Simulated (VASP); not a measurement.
Calculation: LDA (Ceperley-Alder, Perdew-Zunger), VASP's LDA PAW potentials (set 64) (plane waves; VASP).

Input for VASP

File KPOINTS:
```
Automatic mesh
0
Gamma
9 9 7
0 0 0
```

INCAR:
```
LREAL = .FALSE.   # projection in real space or not
LCHARG = .FALSE.
EDIFF = 1E-6
EDIFFG = -0.02
LASPH = .TRUE.   # aspherical one-centre terms
SYSTEM = P
SIGMA = 0.1   # width (eV)
NELM = 100   # most electronic steps
ISIF = 3   # ions, shape and volume
PREC = Accurate
ENCUT = 400   # plane-wave cut-off (eV)
NSW = 60   # most ionic steps
IBRION = 2   # conjugate gradients
ISMEAR = 1   # Methfessel-Paxton
ALGO = Normal
LWAVE = .FALSE.
```

**POSCAR**
```
P
1.0
  1.6533952598  -5.0595424617   0.0000000000
  1.6533952598   5.0595424617   0.0000000000
  0.0000000000   0.0000000000   4.1376383329
P
4
direct
  0.1066655809   0.8933344191   0.9283217829
  0.3933344191   0.6066655809   0.4283217829
  0.6066655809   0.3933344191   0.5716782171
  0.8933344191   0.1066655809   0.0716782171
```

POTCAR, in this order: P (LDA.64 set). Program: vasp_std.

The resulting files:

OUTCAR:
```
 ion  position               nearest neighbor table
   1  0.107  0.893  0.928-   3 2.22   3 2.22   4 2.24
   2  0.393  0.607  0.428-   4 2.22   4 2.22   3 2.24
   3  0.607  0.393  0.572-   1 2.22   1 2.22   2 2.24
   4  0.893  0.107  0.072-   2 2.22   2 2.22   1 2.24
  LATTYP: Found a base centered orthorhombic cell.
 ALAT       =     3.3067905196
 B/A-ratio  =     3.0600925167
 C/A-ratio  =     1.2512550488
 Subroutine PRICEL returns:
 Original cell was already a primitive cell.
 Subroutine GETGRP returns: Found  8 space group operations
The static configuration has the point symmetry C_2h.
 The point group associated with its full space group is D_2h.
The dynamic configuration has the point symmetry C_2h.
 Subroutine INISYM returns: Found  8 space group operations
 Subroutine IBZKPT returns following result:
 Found    100 irreducible k-points:

 Following reciprocal coordinates:
            Coordinates               Weight
  0.000000  0.000000  0.000000      1.000000
  0.111111  0.000000  0.000000      4.000000
  0.222222 -0.000000  0.000000      4.000000
  0.333333  0.000000  0.000000      4.000000
  0.444444 -0.000000  0.000000      4.000000
  0.111111  0.111111  0.000000      2.000000
  0.222222  0.111111  0.000000      4.000000
  0.333333  0.111111  0.000000      4.000000
  0.444444  0.111111  0.000000      4.000000
 -0.444444  0.111111  0.000000      4.000000
 -0.333333  0.111111  0.000000      4.000000
 -0.222222  0.111111  0.000000      4.000000
 -0.111111  0.111111  0.000000      2.000000
  0.222222  0.222222  0.000000      2.000000
  0.333333  0.222222  0.000000      4.000000
  0.444444  0.222222  0.000000      4.000000
 -0.444444  0.222222  0.000000      4.000000
 -0.333333  0.222222  0.000000      4.000000
 -0.222222  0.222222  0.000000      2.000000
...
```

File OSZICAR:
```
       N       E                     dE             d eps       ncg     rms          rms(c)
DAV:   1     0.513306276383E+02    0.51331E+02   -0.74447E+03  2800   0.996E+02
DAV:   2    -0.208975033227E+02   -0.72228E+02   -0.70105E+02  3732   0.163E+02
DAV:   3    -0.243067583144E+02   -0.34093E+01   -0.33914E+01  3762   0.382E+01
DAV:   4    -0.243485128545E+02   -0.41755E-01   -0.41718E-01  3490   0.507E+00
DAV:   5    -0.243493522104E+02   -0.83936E-03   -0.83907E-03  3892   0.618E-01    0.108E+01
DAV:   6    -0.241865716779E+02    0.16278E+00   -0.97314E-02  3346   0.190E+00    0.627E+00
DAV:   7    -0.241178879640E+02    0.68684E-01   -0.14792E-01  3628   0.234E+00    0.345E-01
DAV:   8    -0.241168407112E+02    0.10473E-02   -0.13913E-02  3316   0.836E-01    0.181E-01
DAV:   9    -0.241168477389E+02   -0.70277E-05   -0.67258E-04  3788   0.183E-01    0.801E-02
DAV:  10    -0.241168308158E+02    0.16923E-04   -0.12819E-04  3484   0.678E-02    0.338E-02
DAV:  11    -0.241168301680E+02    0.64778E-06   -0.11319E-05  3622   0.257E-02    0.109E-02
DAV:  12    -0.241168302090E+02   -0.41006E-07   -0.60649E-07  2084   0.572E-03
   1 F= -.24116830E+02 E0= -.24116828E+02  d E =-.241168E+02
```

File OUTCAR:
```
------------------------ aborting loop because EDIFF is reached ----------------------------------------
  FORCE on cell =-STRESS in cart. coord.  units (eV):
  Direction    XX          YY          ZZ          XY          YZ          ZX
  --------------------------------------------------------------------------------------
  Total       -0.0645606      0.0500219     -0.0180546      0.0000000     -0.0000000      0.0000000
  in kB       -1.4941959      1.1577120     -0.4178582      0.0000000     -0.0000000      0.0000000
  external PRESSURE =      -0.2514474 kB  Pullay stress =       0.0000000 kB
  volume of cell :       69.23
      direct lattice vectors                 reciprocal lattice vectors
     1.653395260 -5.059542462  0.000000000     0.302408028 -0.098823165  0.000000000
     1.653395260  5.059542462  0.000000000     0.302408028  0.098823165  0.000000000
     0.000000000  0.000000000  4.137638333     0.000000000  0.000000000  0.241683762
 POSITION                                       TOTAL-FORCE (eV/Angst)
 -----------------------------------------------------------------------------------
      1.65340      3.98018      3.84106         0.000000      0.005809      0.000275
      1.65340      1.07936      1.77224         0.000000     -0.005809      0.000275
      1.65340     -1.07936      2.36540         0.000000      0.005809     -0.000275
      1.65340     -3.98018      0.29658         0.000000     -0.005809     -0.000275
 -----------------------------------------------------------------------------------
    total drift:                                0.000000      0.000000     -0.000000
  FREE ENERGIE OF THE ION-ELECTRON SYSTEM (eV)
  ---------------------------------------------------
  free  energy   TOTEN  =       -24.1168302090 eV

  energy  without entropy=      -24.1168237302  energy(sigma->0) =      -24.11682805

 reached required accuracy - stopping structural energy minimisation
```
(Selected blocks of OUTCAR.)

The compound is P in the black structure. It was relaxed first, which changed the volume by -9 %. The start is the result of an earlier pass.
